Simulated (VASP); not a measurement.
```
CELL_PARAMETERS angstrom
      2.44526    -4.23532     0.00000
      2.44526     4.23532     0.00000
      0.00000     0.00000     6.01369
ATOMIC_POSITIONS crystal
  Te 0.00000 0.24746 0.66667
  Te 0.75254 0.75254 0.00000
  Te 0.24746 0.00000 0.33333
```

The numbers are results of revPBE GGA, VASP's PBE PAW potentials (set 64) (plane waves; VASP), not measurements. Numerical set-up: 520 eV cut-off, 6×6×4 Γ-centred mesh, Gaussian smearing of 0.050 eV, potentials Te.

Task: The ions and cell shape at fixed volume are relaxed. Predict the relaxed structure.

Result: 
```
CELL_PARAMETERS angstrom
      2.47560    -4.28786     0.00000
      2.47560     4.28786     0.00000
      0.00000     0.00000     5.86722
ATOMIC_POSITIONS crystal
  Te 0.00000 0.23822 0.66667
  Te 0.76178 0.76178 0.00000
  Te 0.23822 0.00000 0.33333
```
Space group P3_121 (152), at a tolerance of 0.03 Å.

Task: How much energy does the relaxation gain?

Result: The energy (σ→0) changes by -12.1 meV/atom, in 7 ionic steps.

```csv
step,E(σ→0) (eV),max force (eV/Å),pressure (GPa),volume (Å³)
1,-8.4662,0.360,-1.85,124.56
2,-8.4869,0.244,-1.31,124.56
3,-8.5021,0.022,-0.36,124.56
4,-8.5024,0.016,-0.21,124.56
5,-8.5024,0.007,-0.25,124.56
6,-8.5025,0.003,-0.25,124.56
7,-8.5025,0.006,-0.24,124.56
```

The compound is Te in the trig structure. This cell is one point of a volume scan, at 1.06 of the reference volume. Symmetry was kept, so distortions that lower it aren't found.
